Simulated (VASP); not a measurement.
**CsH (space group Pm-3m): computed properties**

Method: r2SCAN meta-GGA, VASP's PBE PAW potentials (set 64) (plane waves; VASP).

For CsH, the space group comes out as Pm-3m (221), the cell is a = b = c = 3.808 Å, α = β = γ = 90.00° and the volume per atom comes out as 27.60 Å³/atom. The band gap (over mesh and band path) is 3.15 eV and the smallest direct gap (over mesh and band path) is 3.15 eV. The band-edge character comes out as direct, R to R and the density comes out as 4.03 g/cm³. The mean ε∞ (independent particles) is 3.42.

```xyz
2
Lattice="3.8077 0.0000 0.0000 0.0000 3.8077 0.0000 0.0000 0.0000 3.8077" Properties=species:S:1:pos:R:3 pbc="T T T"
Cs     0.0000     0.0000     0.0000
H      1.9039     1.9039     1.9039
```

Unless said otherwise, spin-orbit coupling is left out, though it shifts the bands of the heavy elements here.

The structure comes from a computed database's CsH entry (Pm-3m); how it stands against other phases isn't given here. It was relaxed first. Symmetry was kept, so distortions that lower it aren't found.
